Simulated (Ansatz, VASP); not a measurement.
Si3Sn in VASP and in Ansatz

```
Si Sn
1.0
     4.20354    0.00000    0.00000
     0.00000    4.20354    0.00000
     0.00000    0.00000    4.20354
Si Sn
3 1
Direct
  0.00000 0.00000 0.50000
  0.50000 0.00000 0.00000
  0.00000 0.50000 0.00000
  0.50000 0.50000 0.50000
```

Alike in both runs: functional PBE; k mesh 12 × 12 × 12; occupations gaussian, width 0.1 eV; no spin polarisation.

Ansatz relaxed the structure, and its values are those at the end. VASP's run is a single point on that final structure, the one shown.

|  | VASP | Ansatz |
| --- | --- | --- |
| version | VASP 6.6.1 | Ansatz 0.2.0 |
| potentials or method | VASP PAW PBE potentials, release 64 (Si, Sn_d) | scalar-relativistic, plane waves, PAW |
| plane-wave cutoff (eV) | 520 | 420 |
| valence electrons in the cell | 26 | 26 |

|  | VASP | Ansatz | Ansatz less VASP |
| --- | --- | --- | --- |
| gap on the k mesh at the Fermi level (eV) | none | none | - |
| pressure (GPa) | -0.1 | 0.0 | +0.08 |

A gap of «none» marks a metal or a gap that the smearing closes.
